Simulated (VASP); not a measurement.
Consider the following.

```xyz
3
Lattice="1.9214 -3.3280 0.0000 1.9214 3.3280 0.0000 0.0000 0.0000 6.5294" Properties=species:S:1:pos:R:3 pbc="T T T"
Sn     0.0000     0.0000     0.0000
Se     1.9214     1.1093     1.5745
Se     1.9214    -1.1093     4.9549
```

The numbers are results of r2SCAN meta-GGA, VASP's PBE PAW potentials (set 64) (plane waves; VASP), not measurements. Numerical set-up: 520 eV cut-off, 8×8×4 Γ-centred mesh, tetrahedra with Blöchl corrections, potentials Sn_d Se.

The cores are frozen, which limits the accuracy of field gradients.

**Question.** Give the principal components of the electric field gradient (V/Å²) and the asymmetry η at each nucleus.

**Answer.** 
| atom | Vxx | Vyy | Vzz | η |
|---|---|---|---|---|
| Sn1 | -1.5 | -1.5 | 2.9 | 0.00 |
| Se2 | 40.9 | 40.9 | -81.8 | 0.00 |
| Se3 | 40.9 | 40.9 | -81.8 | 0.00 |

The compound is SnSe2 in the 1T layered structure. It was relaxed first, which changed the volume by +8 %.
